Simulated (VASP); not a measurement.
Input:

```
GaSb
1.0
    0.00000     3.11100     3.11100
    3.11100     0.00000     3.11100
    3.11100     3.11100     0.00000
Ga Sb
1 1
Direct
  0.00000   0.00000   0.00000
  0.25000   0.25000   0.25000
```

All values below come from PBE GGA, VASP's PBE PAW potentials (set 64) (plane waves; VASP). Numerical set-up: 400 eV cut-off, 7×7×7 Γ-centred mesh, tetrahedra, potentials Ga_d Sb.

Unless said otherwise, spin-orbit coupling is left out, though it shifts the bands of the heavy elements here.

Task: Predict the energy per atom (σ→0), band gap (on the k-mesh) with the smallest direct gap where there is one.

Result: 
The band gap (on the k-mesh) is none (metal, semimetal or under 0.01 eV). The energy per atom (σ→0) is -3.679 eV/atom.

Total energies compare only between runs with the same potentials, cut-off and functional.

The compound is GaSb in the zinc blende structure. The cell was not relaxed at this level. The run is one of a series of settings (ISMEAR = -4, SIGMA removed against the base run), some of them coarse on purpose.
